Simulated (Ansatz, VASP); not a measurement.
# In: VASP beside Ansatz, part 3 of 3

Aim: how closely do two programs agree when they are given the same cell, functional and k mesh? Of the first pair: The structure shown is frame 200 of Ansatz's trajectory.

VASP 6.6.1 and Ansatz 0.2.0.

So far. Step 6 (VASP: single point, PBEsol, pair 2): The run ends at a pressure of 0.67 GPa, with forces up to 1.2 eV/Å.

### Step 9. VASP: single point, PBEsol, pair 3

Level of this step: PBEsol; plane waves and PAW (In_d) (VASP).

The same cell, functional, mesh and smearing now go to VASP, with its own data sets.

INCAR

```
SYSTEM = In
PREC = Accurate
ENCUT = 400
EDIFF = 1E-06
NELM = 120
ISMEAR = -1
SIGMA = 0.05
LREAL = Auto
ALGO = Normal
GGA = PS
NBANDS = 368
LORBIT = 11
LWAVE = .FALSE.
LCHARG = .FALSE.
ISIF = 2
LASPH = .TRUE.
GGA_COMPAT = .FALSE.
EFERMI = MIDGAP
NCORE = 2
```

POSCAR

```
In
1.0
   10.9398000000      0.0000000000      0.0000000000
    0.0000000000     10.9398000000      0.0000000000
    0.0000000000      0.0000000000     10.9398000000
In
48
Direct
    0.4081884495      0.9487010731      0.1599846432
    0.8627762848      0.2461470959      0.3480502386
    0.8274282894      0.4597158997      0.5272491270
    0.9562057807      0.9656757893      0.3355545805
    0.2313844860      0.8290553758      0.3995685479
    0.3801349202      0.2011828370      0.2597122434
    0.3789557396      0.4474761879      0.7804164610
    0.1051938792      0.5016453683      0.0022395291
    0.0424870656      0.5897456992      0.3589919377
    0.3030585568      0.2192270425      0.9630706229
    0.5321029635      0.1912009360      0.8147680945
    0.5418929048      0.7218230681      0.0316733395
    0.2449039288      0.5842977020      0.5697636154
    0.9508309110      0.6273149418      0.7234227317
    0.6015649281      0.3143293296      0.0376697929
    0.6532203514      0.4674034260      0.7961845738
    0.1842264027      0.8648512770      0.6769136547
    0.8771366935      0.3390646995      0.8128667800
    0.3444487102      0.9580979543      0.8896049288
    0.9314429880      0.7650414084      0.1558803634
    0.2529479515      0.1432475914      0.7223623832
    0.4602734968      0.7119325765      0.3065046893
    0.2995575787      0.6867950054      0.8700067643
    0.9682809558      0.1376807620      0.6072688715
    0.1156693907      0.3792116858      0.7225269201
    0.7824457486      0.6679555385      0.9373388910
    0.7109819192      0.7453975393      0.4363425291
    0.0740232911      0.8159289932      0.9316258067
    0.8953180131      0.9290114993      0.7822172252
    0.0932375363      0.3333607561      0.4505566829
    0.6775809430      0.2332858005      0.5916835774
    0.2256439789      0.0800837310      0.4577323169
    0.2041170771      0.7217773634      0.1608987367
    0.5354576866      0.5297263204      0.5110696722
    0.7021152123      0.7591912101      0.6920693249
    0.3823196036      0.4780343334      0.0656593356
    0.0914733359      0.2954715808      0.1783213587
    0.0307866689      0.1237408362      0.9330700744
    0.6914111775      0.9050439679      0.1980017916
    0.4428051701      0.7646757710      0.6550211156
    0.6184847986      0.9485182544      0.8884623119
    0.3192562935      0.4518181320      0.3262948134
    0.1534580157      0.0361523977      0.1534854385
    0.3848242198      0.3030494159      0.5516097186
    0.9828881698      0.8060019379      0.5382822355
    0.8533428399      0.3742847218      0.0852940639
    0.7494926781      0.5774694236      0.2311285398
    0.6206329183      0.3470538767      0.3326477632
```

KPOINTS

```
Automatic mesh
0
Gamma
1 1 1
0 0 0
```

Potentials, in the order of the species: In_d (PBE family, release 64).

Launch:

```sh
$ mpirun -np 8 vasp_gam
```

Numbers of over 12 decimals in the logs are rounded to 6 here.

The program printed:

```text
[... set-up lines as in an earlier step ...]
 entering main loop
       N       E                     dE             d eps       ncg     rms          rms(c)
DAV:   1     0.895476719529E+04    0.89548E+04   -0.25954E+05   736   0.233E+03
DAV:   2     0.172977198189E+04   -0.72250E+04   -0.71298E+04   736   0.670E+02
DAV:   3     0.752989283204E+02   -0.16545E+04   -0.15755E+04   736   0.280E+02
DAV:   4    -0.136946518510E+03   -0.21225E+03   -0.19588E+03   848   0.102E+02
[...]
DAV:  15    -0.147627487128E+03   -0.21223E-04   -0.44727E-05   784   0.247E-02    0.125E-02
DAV:  16    -0.147627489682E+03   -0.25542E-05   -0.39108E-06   616   0.824E-03    0.866E-03
DAV:  17    -0.147627490360E+03   -0.67813E-06   -0.10028E-06   512   0.765E-03
   1 F= -.14762749E+03 E0= -.14762194E+03  d E =-.111003E-01
```

Parts of OUTCAR (step 9):

```text
  Total        9.1544315     10.0195840      7.4737044      0.7611532     -0.2657902     -2.4889425
  in kB       11.2024706     12.2611760      9.1457294      0.9314391     -0.3252531     -3.0457714
  external PRESSURE =      10.8697920 kB  Pullay stress =       0.0000000 kB

 POSITION                                       TOTAL-FORCE (eV/Angst)
 -----------------------------------------------------------------------------------
      4.46550     10.37860      1.75020         0.209144     -0.201225     -0.201524
      9.43860      2.69280      3.80760         0.033512     -0.474653     -0.216261
      9.05190      5.02920      5.76800         0.236422      0.421792      0.079237
     10.46070     10.56430      3.67090        -0.440868      0.579094     -0.080217
      2.53130      9.06970      4.37120         0.326636     -0.374813      0.156833
      4.15860      2.20090      2.84120         0.039413      0.306388     -0.316139
      4.14570      4.89530      8.53760         0.127633     -0.280489      0.436741
      1.15080      5.48790      0.02450        -0.188006     -0.111920     -0.491207
      0.46480      6.45170      3.92730        -0.393449      0.094679     -0.079150
      3.31540      2.39830     10.53580        -0.121540      0.767400      1.258853
      5.82110      2.09170      8.91340         0.172605      0.047633     -0.573381
      5.92820      7.89660      0.34650        -0.368282     -0.436104     -0.027801
      2.67920      6.39210      6.23310        -0.368785      0.229853     -0.096365
     10.40190      6.86270      7.91410         0.468520     -0.637384      0.402159
[...]
-----------------------------------------------------------------------------------
    total drift:                               -0.011261     -0.000652      0.007744

  FREE ENERGIE OF THE ION-ELECTRON SYSTEM (eV)
  ---------------------------------------------------
  free  energy   TOTEN  =      -147.6274903604 eV

  energy  without entropy=     -147.6163900252  energy(sigma->0) =     -147.62194019

[... 2 parts as in an earlier step ...]

[... 1 further part left out ...]
[key lines of the parts left out:]
E-fermi :   6.3868
```

The run ends at a pressure of 1.09 GPa, with forces up to 1.5 eV/Å.

### Step 10. Differences

Forces on 8 of the 48 atoms, those with the largest forces and the largest differences (eV/Å; atoms numbered as in POSCAR):

```csv
atom,"Ansatz x, y, z","VASP x, y, z"
In10,"-0.120, 0.766, 1.252","-0.122, 0.767, 1.259"
In11,"0.169, 0.048, -0.569","0.173, 0.048, -0.573"
In14,"0.467, -0.635, 0.401","0.469, -0.637, 0.402"
In15,"-0.209, 0.342, 0.647","-0.208, 0.341, 0.649"
In17,"0.644, 0.310, 0.306","0.648, 0.311, 0.307"
In27,"0.613, 0.158, -0.502","0.616, 0.158, -0.500"
In44,"0.360, -0.495, -0.460","0.361, -0.498, -0.463"
In45,"-1.046, -0.206, -0.583","-1.052, -0.207, -0.588"
```

The forces differ by 1.9 meV/Å r.m.s., which is 0.6 % of the r.m.s. force of 0.341 eV/Å (both taken over all components).

### Step 11. What came out

```yaml
r_m_s_force_difference_single_point_pbesol_pair_1: 0.45 % of the r.m.s. force
r_m_s_force_difference_single_point_pbesol_pair_2: 0.50 % of the r.m.s. force
r_m_s_force_difference_single_point_pbesol_pair_3: 0.56 % of the r.m.s. force
```

What this shows: The r.m.s. force difference is 0.56 % of the r.m.s. force (single point, PBEsol, pair 3), within the 3 % picked in this series as the mark of a large difference. How closely two codes agree says nothing of how well the functional describes the real material.

[Lines on the potential files, build, host, timing and source positions are cut from VASP's logs without a mark.]

[Logs are printed without paths, hosts, clocks, repeated set-up lines and the standing remarks that a program may print on its own settings, such as how far it seeks lower states.]

[Hosts, paths, dates, database ids (printed as entryN), source tags and the programs' standing remarks are cut or masked in the printed files.]
